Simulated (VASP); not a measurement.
Consider the following.

```
FePt
1.0
    2.72794     0.00000     0.00000
    0.00000     2.72794     0.00000
    0.00000     0.00000     3.75704
Fe Pt
1 1
Direct
  0.00000   0.00000   0.00000
  0.50000   0.50000   0.50000
```
Starting moments (μB, in the order of the record's atoms Fe Pt): 2.9 0.3.

These are PBE GGA, VASP's PBE PAW potentials (set 64) (plane waves; VASP 6.6.1) values and carry that method's errors. Run with 480 eV cut-off, 12×12×10 Γ-centred mesh, first-order Methfessel-Paxton smearing of 0.10 eV, potentials Fe Pt.

Energy and stress use the plane-wave basis of the starting cell.

Problem. The ions, cell shape and volume at an external pressure of 15.0 GPa are relaxed. What does this cell relax into?

Solution. 
```
FePt
1.0
    2.66925     0.00000     0.00000
    0.00000     2.66925     0.00000
    0.00000     0.00000     3.68679
Fe Pt
1 1
Direct
  0.00000   0.00000   0.00000
  0.50000   0.50000   0.50000
```
Space group P4/mmm (123), at a tolerance of 0.03 Å. The cell ends with 3.16 μB, on the sites 2.82 0.31 μB.

Problem. How do energy and volume change from the first to the last step?

Solution. The energy (σ→0) changes by +37.5 meV/atom and the volume by -6.0 %, in 8 ionic steps.

```csv
step,E(σ→0) (eV),max force (eV/Å),pressure (GPa),volume (Å³)
1,-14.8001,0.000,0.30,27.96
2,-14.0042,0.000,63.00,23.08
3,-14.7317,0.000,14.25,26.34
4,-14.7263,0.000,14.86,26.28
5,-14.7232,0.000,15.20,26.25
6,-14.7285,0.000,14.63,26.30
7,-14.7267,0.000,14.81,26.29
8,-14.7251,0.000,14.99,26.27
```

The compound is FePt in the L1_0 structure. This run relaxes it under an external pressure of 15 GPa. Symmetry was kept, so distortions that lower it aren't found.
